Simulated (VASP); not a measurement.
```
GdPd
1.0
    1.86585    -5.22499     0.00000
    1.86585     5.22499     0.00000
    0.00000     0.00000     4.48515
Gd Pd
2 2
Cartesian
  1.86585  -3.78705   1.12129
  1.86585   3.78705   3.36386
  1.86585  -0.89348   1.12129
  1.86585   0.89348   3.36386
```

Computed with PBEsol GGA, VASP's PBE PAW potentials (set 64) (plane waves; VASP). Settings: 400 eV cut-off, Gaussian smearing of 0.050 eV, potentials Gd_3 Pd.

The 4f electrons are frozen in the core of the lanthanide potential, so 4f levels, which can set the real gap, and their magnetism are missing.

Give the energies of bands 9 to 22 at the high-symmetry points, in eV from the Fermi level.

```csv
band,Γ,Y,C0,Z,A0,T,S,R
9,-4.42,-4.47,-3.91,-4.06,-3.98,-3.80,-3.94,-4.17
10,-4.21,-4.00,-3.76,-4.06,-3.98,-3.80,-3.79,-4.17
11,-4.00,-3.98,-3.73,-3.56,-3.37,-3.56,-3.74,-3.34
12,-3.85,-3.90,-3.48,-3.56,-3.37,-3.56,-3.53,-3.34
13,-3.28,-3.71,-3.04,-3.36,-2.97,-3.10,-2.88,-3.09
14,-3.04,-3.02,-2.92,-3.36,-2.97,-3.10,-2.67,-3.09
15,-2.75,-2.91,-2.58,-2.62,-2.49,-2.88,-2.60,-2.37
16,-2.70,-2.81,-2.43,-2.62,-2.49,-2.88,-2.56,-2.37
17,-2.26,-2.58,-2.17,-2.31,-1.61,-2.70,-2.06,-1.71
18,-1.75,-2.38,-1.14,-2.31,-1.61,-2.70,-1.80,-1.71
19,1.06,0.50,-0.97,0.24,-0.01,-0.61,-0.62,0.36
20,1.24,1.06,-0.51,0.24,-0.01,-0.61,-0.36,0.36
21,1.41,1.20,0.47,1.38,1.07,1.85,0.80,1.03
22,2.06,2.31,1.30,1.39,1.07,1.85,0.82,1.03
```

It has no gap at this level: it comes out as a metal or semimetal.

The structure comes from a measured GdPd entry (Cmcm) of the Crystallography Open Database, whose conditions weren't checked. It was relaxed first.
